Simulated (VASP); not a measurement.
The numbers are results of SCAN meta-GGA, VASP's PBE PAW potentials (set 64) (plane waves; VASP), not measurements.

VASP input:

### KPOINTS_OPT
```
k-points along high-symmetry lines
10
Line-mode
Reciprocal
  0.000000   0.000000   0.000000 ! GAMMA
  0.500000   0.000000   0.500000 ! X

  0.500000   0.000000   0.500000 ! X
  0.625000   0.250000   0.625000 ! U

  0.375000   0.375000   0.750000 ! K
  0.000000   0.000000   0.000000 ! GAMMA

  0.000000   0.000000   0.000000 ! GAMMA
  0.500000   0.500000   0.500000 ! L

  0.500000   0.500000   0.500000 ! L
  0.500000   0.250000   0.750000 ! W

  0.500000   0.250000   0.750000 ! W
  0.500000   0.000000   0.500000 ! X
```

### KPOINTS
```
K-points
0
gamma
 15 15 15
0 0 0
```

### INCAR
```
SYSTEM  =  ZrC
PREC  =  Accurate; ENCUT  =  520; LREAL  =  .False.
LASPH  =  .True.
EDIFF  =  1E-7; NELM  =  100; ALGO  =  Normal
LMAXMIX  =  4; LMIXTAU  =  .True.
ISMEAR  =  -5
METAGGA  =  SCAN
ISIF  =  2
LWAVE  =  .False.; LCHARG  =  .False.; LORBIT  =  11
NEDOS  =  601
```

### POSCAR
```
ZrC
1
    0.0000000000     2.3532135309     2.3532135309
    2.3532135309     0.0000000000     2.3532135309
    2.3532135309     2.3532135309    -0.0000000000
Zr C
1 1
Direct
  0.0000000000   0.0000000000   0.0000000000
  0.5000000000   0.5000000000   0.5000000000
```

POTCAR, in this order: Zr_sv C (PBE.64 set). Program: vasp_std.

Problem. What will the output report for the number of irreducible k-points (NKPTS), largest plane-wave count, number of space-group operations, FFT grid (NGX, NGY, NGZ)?

Solution. 
The number of irreducible k-points (NKPTS) is 120 and the largest plane-wave count is 725. The number of space-group operations comes out as 48 and the FFT grid (NGX, NGY, NGZ) is 28 × 28 × 28.

The compound is ZrC in the rock salt structure. It was relaxed first.
